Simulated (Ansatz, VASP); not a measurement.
# SiO2: VASP beside Ansatz

Wanted: the spread between two codes on one cell, functional and k mesh. The cell is taken from a series of runs on this material, whose earlier steps may have relaxed, scaled, displaced or heated it; both programs get it as it stands.

Calculated with Ansatz 0.2.0; plane waves, with VASP 6.6.1 beside it; LDA.

## 1. Set-up

Symmetry: P4_2/mnm, No. 136, tetragonal system. Conventional cell: a = 4.280 Å, b = 4.280 Å, c = 2.624 Å, α = 90.00°, β = 90.00°, γ = 90.00°. Nearest to O lie 3 Si at 1.75 to 1.87 Å. Nearest to Si lie 6 O at 1.75 to 1.87 Å. Farther neighbours and most contacts between anions are not listed.

As a file:

```
O Si
1.0
     4.27956    0.00000    0.00000
     0.00000    4.27956    0.00000
     0.00000    0.00000    2.62381
O Si
4 2
Direct
  0.69095 0.69095 0.00000
  0.19095 0.80905 0.50000
  0.30905 0.30905 0.00000
  0.80905 0.19095 0.50000
  0.50000 0.50000 0.50000
  0.00000 0.00000 0.00000
```

## 2. VASP: zone-centre phonons, LDA

Second derivatives magnify differences that forces hide, and they need a tight electronic threshold.

Lines of VASP's logs that name or quote its potential files are left out, and so is its time.

Contents of INCAR:

```
SYSTEM = SiO2
PREC = Accurate
ENCUT = 600
EDIFF = 1E-08
NELM = 120
ISMEAR = 0
SIGMA = 0.01
LREAL = .FALSE.
ALGO = Normal
GGA = PW92
NBANDS = 22
LORBIT = 11
LWAVE = .FALSE.
LCHARG = .FALSE.
ISIF = 2
IBRION = 8
LEPSILON = .TRUE.
LASPH = .TRUE.
GGA_COMPAT = .FALSE.
EFERMI = MIDGAP
KPAR = 2
```

Contents of POSCAR:

```
SiO2
1.0
    4.2795601427      0.0000000000      0.0000000000
    0.0000000000      4.2795601427      0.0000000000
    0.0000000000      0.0000000000      2.6238062886
O Si
4 2
Direct
    0.6909546981      0.6909546981      0.0000000000
    0.1909546981      0.8090453019      0.5000000000
    0.3090453019      0.3090453019      0.0000000000
    0.8090453019      0.1909546981      0.5000000000
    0.5000000000      0.5000000000      0.5000000000
    0.0000000000      0.0000000000      0.0000000000
```

Contents of KPOINTS:

```
Automatic mesh
0
Gamma
8 8 8
0 0 0
```

PAW data sets: O and Si (LDA family, release 64).

Command:

```sh
$ mpirun -np 2 vasp_std
```

Numbers of over 12 decimals in the logs are rounded to 6 here.

What it wrote:

```text
[banner, memory and clock lines left out]
running    2 mpi-ranks, on    1 nodes
 distrk:  each k-point on    1 cores,    2 groups
 distr:  one band on    1 cores,    1 groups

 POSCAR found type information on POSCAR O Si
 POSCAR found :  2 types and       6 ions
|                                                                             |
|               ----> ADVICE to this user running VASP <----                  |
|                                                                             |
|     You enforced a specific xc type in the INCAR file but a different       |
|     [... a line on the potential file left out ...]
|     I HOPE YOU KNOW WHAT YOU ARE DOING!                                     |
|                                                                             |

 LDA part: xc-table for (Slater(with rela. corr.)+PW92), standard interpolation
 POSCAR, INCAR and KPOINTS ok, starting setup
 FFT: planning ... GRIDC
 FFT: planning ... GRID_SOFT
 FFT: planning ... GRID
 WAVECAR not read
 entering main loop
       N       E                     dE             d eps       ncg     rms          rms(c)
DAV:   1     0.164124514747E+03    0.16412E+03   -0.19431E+04  3300   0.157E+03
DAV:   2    -0.489692664124E+02   -0.21309E+03   -0.20339E+03  4372   0.321E+02
DAV:   3    -0.567105726629E+02   -0.77413E+01   -0.77117E+01  4188   0.617E+01
DAV:   4    -0.567673161136E+02   -0.56743E-01   -0.56722E-01  4062   0.613E+00
DAV:   5    -0.567678724823E+02   -0.55637E-03   -0.55633E-03  4110   0.588E-01    0.175E+01
DAV:   6    -0.520106856551E+02    0.47572E+01   -0.16948E+01  3924   0.278E+01    0.833E+00
DAV:   7    -0.519515271849E+02    0.59158E-01   -0.53250E-01  3864   0.483E+00    0.298E+00
DAV:   8    -0.519198071654E+02    0.31720E-01   -0.20522E-02  3894   0.139E+00    0.107E+00
DAV:   9    -0.519143398032E+02    0.54674E-02   -0.51643E-03  3978   0.683E-01    0.222E-01
DAV:  10    -0.519143522855E+02   -0.12482E-04   -0.41714E-04  4020   0.171E-01    0.561E-02
DAV:  11    -0.519143385599E+02    0.13726E-04   -0.44426E-05  4008   0.519E-02    0.252E-02
DAV:  12    -0.519143370227E+02    0.15372E-05   -0.12180E-05  3936   0.253E-02    0.845E-03
DAV:  13    -0.519143369971E+02    0.25562E-07   -0.89476E-07  3984   0.764E-03    0.241E-03
DAV:  14    -0.519143369935E+02    0.35625E-08   -0.33481E-08  3886   0.140E-03
   1 F= -.51914337E+02 E0= -.51914337E+02  d E =0.000000E+00
 Linear response reoptimize wavefunctions to high precision
DAV:   1    -0.519143369923E+02    0.12451E-08   -0.16666E-09  2652   0.398E-04
DAV:   2    -0.519143369923E+02   -0.51841E-10   -0.26234E-10  2286   0.126E-04
 Linear response G [H, r] |phi>, progress :
  Direction:   1
       N       E                     dE             d eps       ncg     rms
RMM:   1    -0.138235477394E+03   -0.13824E+03    0.33695E+00  7563   0.987E+01
RMM:   2    -0.116184822853E+03    0.22051E+02   -0.92567E+00  5502   0.216E+01
RMM:   3    -0.116237061618E+03   -0.52239E-01   -0.10709E-01  5744   0.212E+00
RMM:   4    -0.116238427223E+03   -0.13656E-02   -0.17641E-03  5994   0.263E-01
RMM:   5    -0.116238449634E+03   -0.22411E-04   -0.55210E-05  6051   0.381E-02
RMM:   6    -0.116238450547E+03   -0.91313E-06   -0.76753E-06  6178   0.677E-03
RMM:   7    -0.116238450563E+03   -0.15166E-07   -0.64471E-06  6150   0.252E-03
RMM:   8    -0.116238450564E+03   -0.14883E-08   -0.70771E-06  4999   0.189E-03
RMM:   9    -0.116238450589E+03   -0.24762E-07   -0.73939E-06  4049   0.181E-03
RMM:  10    -0.116238450596E+03   -0.69661E-08    0.55211E-06  3827   0.181E-03
RMM:  11    -0.116238450593E+03    0.23349E-08    0.99278E-05  3786   0.183E-03
 Linear response G [H, r] |phi>, progress :
  Direction:   2
       N       E                     dE             d eps       ncg     rms
RMM:   1    -0.138047551941E+03   -0.13805E+03    0.44154E+01  7596   0.995E+01
RMM:   2    -0.113349976164E+03    0.24698E+02   -0.10508E+01  5626   0.231E+01
RMM:   3    -0.113422556555E+03   -0.72580E-01   -0.11364E-01  5788   0.223E+00
RMM:   4    -0.113424190987E+03   -0.16344E-02   -0.20299E-03  6049   0.284E-01
RMM:   5    -0.113424218351E+03   -0.27363E-04   -0.77564E-05  6128   0.398E-02
RMM:   6    -0.113424219444E+03   -0.10939E-05   -0.29848E-05  6214   0.691E-03
RMM:   7    -0.113424219546E+03   -0.10185E-06   -0.29704E-05  6158   0.249E-03
RMM:   8    -0.113424219583E+03   -0.36897E-07   -0.30234E-05  5058   0.184E-03
RMM:   9    -0.113424219584E+03   -0.87239E-09   -0.32465E-05  4055   0.177E-03
RMM:  10    -0.113424219569E+03    0.14735E-07   -0.38825E-05  3792   0.177E-03
RMM:  11    -0.113424218538E+03    0.10308E-05   -0.26752E-05  3793   0.179E-03
 Linear response G [H, r] |phi>, progress :
  Direction:   3
       N       E                     dE             d eps       ncg     rms
 LRF_COMMUTATOR internal error: the vector H(1)-e(1) S(1) |phi(0)> is not orthog
[...]
RMM:   6    -0.351975744961E+00   -0.85116E-09   -0.19230E-08  4128   0.217E-04
 change of polarisation eV/A/(eV/A) component  3 :    -0.054    -0.040     0.704
 dielectric tensor                  component  3 :    -0.204    -0.152     3.651
 Linear response to external field, progress :
  Direction:   1
       N       E                     dE             d eps       ncg     rms          rms(c)
[...]
RMM:   5    -0.351371693366E+00   -0.95161E-03   -0.16516E-04  5819   0.969E-02    0.113E-02
RMM:   6    -0.351490897106E+00   -0.11920E-03   -0.21546E-06  5990   0.964E-03    0.556E-03
RMM:   7    -0.351557796233E+00   -0.66899E-04   -0.21727E-07  6009   0.290E-03    0.362E-04
RMM:   8    -0.351568439508E+00   -0.10643E-04    0.19266E-08  6080   0.577E-04    0.147E-04
RMM:   9    -0.351568704107E+00   -0.26460E-06   -0.93110E-09  5044   0.221E-04    0.135E-05
RMM:  10    -0.351568951158E+00   -0.24705E-06   -0.24648E-08  2948   0.116E-04    0.759E-06
 change of polarisation eV/A/(eV/A) component  3 :    -0.053    -0.039     0.664
 dielectric tensor                  component  3 :    -0.201    -0.149     3.499
 Linear response DOF=           4
 Linear response progress:
  Degree of freedom:   1/  4
       N       E                     dE             d eps       ncg     rms          rms(c)
RMM:   1    -0.377626884667E+00   -0.37763E+00    0.30718E-01 14112   0.380E+00
RMM:   2    -0.369160734829E+00    0.84661E-02   -0.91751E-03 12720   0.602E-01    0.229E-01
RMM:   3    -0.370159042467E+00   -0.99831E-03   -0.14343E-03 12006   0.216E-01    0.124E-01
RMM:   4    -0.371869610051E+00   -0.17106E-02   -0.96452E-04 12456   0.164E-01    0.347E-02
RMM:   5    -0.372025263520E+00   -0.15565E-03   -0.33313E-05 13412   0.333E-02    0.132E-02
RMM:   6    -0.372053640915E+00   -0.28377E-04   -0.24308E-06 13663   0.823E-03    0.269E-03
RMM:   7    -0.372070143988E+00   -0.16503E-04   -0.70669E-07 13671   0.319E-03    0.797E-04
RMM:   8    -0.372061085446E+00    0.90585E-05    0.12969E-07 13530   0.122E-03    0.222E-04
RMM:   9    -0.372059873763E+00    0.12117E-05    0.53741E-08 13764   0.313E-04    0.943E-05
RMM:  10    -0.372060214396E+00   -0.34063E-06    0.20073E-08 13763   0.150E-04    0.283E-05
RMM:  11    -0.372060181275E+00    0.33121E-07    0.34910E-08 13823   0.969E-05    0.535E-06
RMM:  12    -0.372060153922E+00    0.27353E-07    0.42456E-08 14011   0.682E-05    0.313E-06
RMM:  13    -0.372060168251E+00   -0.14329E-07    0.63136E-08 13447   0.638E-05    0.714E-07
RMM:  14    -0.372060174013E+00   -0.57621E-08    0.52517E-08 11286   0.614E-05    0.249E-07
 first order change of Fermi-energy  -0.18468E+00
 force on displaced ion       1 direction 1 : -20.301  -9.118   0.000
 Born effective charge ion    1 direction 1 :  -1.905  -0.582   0.000
 Linear response progress:
  Degree of freedom:   2/  4
       N       E                     dE             d eps       ncg     rms          rms(c)
RMM:   1    -0.351998149356E+00   -0.35200E+00    0.35818E-01 12156   0.382E+00
RMM:   2    -0.345960581150E+00    0.60376E-02   -0.81921E-03 10973   0.557E-01    0.233E-01
RMM:   3    -0.347280973818E+00   -0.13204E-02   -0.86014E-04  9795   0.186E-01    0.125E-01
RMM:   4    -0.349531539243E+00   -0.22506E-02   -0.86718E-04  9986   0.179E-01    0.226E-02
RMM:   5    -0.349439716931E+00    0.91822E-04   -0.34127E-05 11392   0.370E-02    0.291E-03
RMM:   6    -0.349479689239E+00   -0.39972E-04   -0.42925E-07 11964   0.513E-03    0.109E-03
RMM:   7    -0.349472625835E+00    0.70634E-05    0.87073E-08 11819   0.127E-03    0.156E-04
RMM:   8    -0.349473335782E+00   -0.70995E-06   -0.10491E-08 12047   0.226E-04    0.698E-05
RMM:   9    -0.349473437837E+00   -0.10205E-06    0.65224E-10 12035   0.960E-05    0.987E-06
RMM:  10    -0.349473666375E+00   -0.22854E-06    0.39586E-09 11190   0.681E-05    0.572E-06
RMM:  11    -0.349473642990E+00    0.23385E-07    0.41052E-09 11332   0.585E-05    0.877E-07
RMM:  12    -0.349473641298E+00    0.16924E-08   -0.12770E-08  8461   0.562E-05    0.180E-07
 first order change of Fermi-energy   0.29523E-03
 force on displaced ion       1 direction 3 :  -0.004  -0.004 -19.640
 Born effective charge ion    1 direction 3 :  -0.000  -0.000  -2.004
 Linear response progress:
  Degree of freedom:   3/  4
       N       E                     dE             d eps       ncg     rms          rms(c)
RMM:   1    -0.332236755253E-01   -0.33224E-01    0.10757E-01 21901   0.186E+00
RMM:   2    -0.237843943270E-01    0.94393E-02   -0.44761E-03 12888   0.489E-01    0.160E-01
RMM:   3    -0.230107712045E-01    0.77362E-03   -0.63598E-04 13263   0.115E-01    0.102E-01
RMM:   4    -0.225378541551E-01    0.47292E-03   -0.44249E-04 13389   0.120E-01    0.243E-02
RMM:   5    -0.224980233427E-01    0.39831E-04   -0.46807E-05 13462   0.294E-02    0.778E-03
RMM:   6    -0.224960612290E-01    0.19621E-05    0.41041E-06 13175   0.780E-03    0.226E-03
RMM:   7    -0.224976821288E-01   -0.16209E-05    0.23838E-06 13614   0.154E-03    0.690E-04
RMM:   8    -0.224998243389E-01   -0.21422E-05    0.17354E-07 13330   0.748E-04    0.873E-05
RMM:   9    -0.224998344329E-01   -0.10094E-07    0.89372E-08 13671   0.132E-04    0.365E-05
RMM:  10    -0.224998988246E-01   -0.64392E-07    0.10597E-07 13569   0.562E-05    0.105E-05
RMM:  11    -0.224998869302E-01    0.11894E-07    0.44723E-08 13793   0.309E-05    0.200E-06
RMM:  12    -0.224998869006E-01    0.29542E-10   -0.42554E-08 12717   0.214E-05    0.436E-07
 first order change of Fermi-energy  -0.53516E-05
 force on displaced ion       5 direction 1 : -28.884 -13.218   0.000
 Born effective charge ion    5 direction 1 :   3.809  -0.437   0.000
 Linear response progress:
  Degree of freedom:   4/  4
       N       E                     dE             d eps       ncg     rms          rms(c)
RMM:   1    -0.180585032744E-01   -0.18059E-01    0.37909E-02 10199   0.122E+00
RMM:   2    -0.160598688391E-01    0.19986E-02   -0.11326E-03  7619   0.220E-01    0.205E-01
RMM:   3    -0.159759212853E-01    0.83948E-04   -0.13743E-04  7838   0.660E-02    0.121E-01
RMM:   4    -0.160695471493E-01   -0.93626E-04   -0.17474E-04  7708   0.742E-02    0.895E-03
RMM:   5    -0.160399603608E-01    0.29587E-04   -0.50435E-06  7831   0.123E-02    0.198E-03
RMM:   6    -0.160385792206E-01    0.13811E-05   -0.18942E-07  8086   0.114E-03    0.568E-04
RMM:   7    -0.160368107984E-01    0.17684E-05   -0.33658E-08  8111   0.517E-04    0.115E-04
RMM:   8    -0.160365952820E-01    0.21552E-06    0.44074E-09  8149   0.964E-05    0.458E-05
RMM:   9    -0.160366470190E-01   -0.51737E-07    0.18690E-09  8205   0.323E-05    0.206E-06
RMM:  10    -0.160366424640E-01    0.45550E-08    0.30586E-09  7353   0.169E-05    0.950E-07
 first order change of Fermi-energy   0.79803E-05
 force on displaced ion       5 direction 3 :   0.000   0.000 -25.243
 Born effective charge ion    5 direction 3 :   0.000   0.000   4.006
 Born effective charges drift removed
 Linear response finished
```

[end of part 1 of 3]

[Lines on the potential files, build, host, timing and source positions are cut from VASP's logs without a mark.]

[Logs are printed without paths, hosts, clocks, repeated set-up lines and the standing remarks that a program may print on its own settings, such as how far it seeks lower states.]

[Hosts, paths, dates, database ids (printed as entryN), source tags and the programs' standing remarks are cut or masked in the printed files.]
